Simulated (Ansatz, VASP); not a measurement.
Two plane-wave programs on BaIr3

```
CELL_PARAMETERS angstrom
4.31738 0.00000 0.00000
0.00000 4.31738 0.00000
0.00000 0.00000 4.31738
ATOMIC_POSITIONS crystal
Ba 0.00000 0.00000 0.00000
Ir 0.00000 0.50000 0.50000
Ir 0.50000 0.50000 0.00000
Ir 0.50000 0.00000 0.50000
```

Alike in both runs: task single point; functional PBE; k mesh 8 × 8 × 8; occupations gaussian, width 0.05 eV; no spin polarisation.

```csv
,VASP,Ansatz
version,VASP 6.6.1,Ansatz 0.2.0
potentials or method,"VASP PAW PBE potentials, release 64 (Ba_sv, Ir)","scalar-relativistic, plane waves, PAW"
plane-wave cutoff (eV),520,420
valence electrons in the cell,37,61
```

Ansatz gave:

| Item | Value |
| --- | --- |
| gap on the k mesh at the Fermi level (eV) | none |
| pressure (GPa) | -7.7 |

Problem. What did VASP give for the same quantities?

Solution. gap on the k mesh at the Fermi level (eV): none; pressure (GPa): -5.0.

A gap of «none» marks a metal or a gap that the smearing closes. With one functional, cell and mesh, what is left measures potentials, basis and numerics. The two sets of potentials don't hold the same shells in valence.

The runs have no spin-orbit coupling, so splittings on Ba, Ir are missing.
